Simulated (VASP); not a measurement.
## PdPt: equation of state with PBEsol

PdPt:

```
CELL_PARAMETERS angstrom
1.38340 0.79871 4.56037
-1.38340 0.79871 4.56037
0.00000 -1.59741 4.56037
ATOMIC_POSITIONS crystal
Pt 0.50000 0.50000 0.50000
Pd 0.00000 0.00000 0.00000
```

The cell comes from a database or a generator and needn't be the stable form of this composition.

* Program: VASP 6.6.1
* Task: equation of state
* Functional: PBEsol
* Potentials or basis: VASP PAW PBE potentials, release 64 (Pt, Pd)
* Cutoff: 520 eV
* k mesh: 11 × 11 × 11
* Occupations: fermi-dirac, width 0.05 eV
* Spin: no spin polarisation
* Ladder: free
* Further INCAR settings: ALGO = Normal; EDIFF = 1e-07; NBANDS = 17

```json
{
 "Equilibrium volume": "14.73 Å³/atom",
 "Bulk modulus at fixed shape and positions": "249 GPa",
 "Pressure derivative of the bulk modulus": "5.6"
}
```

Energy against volume, from the lowest point:
```
volume (Å³/atom)  energy (meV/atom)
          14.210              14.90
          14.512               2.15
          14.814               0.00
          15.117               7.13
          15.419              22.39
          15.721              44.70
          16.024              73.14
```

All runs of the series together: 7.5 min on 1 thread of Intel(R) Xeon(R) 6975P-C (Granite Rapids), on a shared host.

Caveat: the cell was scaled at fixed shape and fractional positions, which overstates the stiffness of a crystal with free parameters, most of all of layers and chains; the PAW data sets were made with another functional, which shifts forces and pressure a little. The run has no spin-orbit coupling, so splittings on Pt are missing.
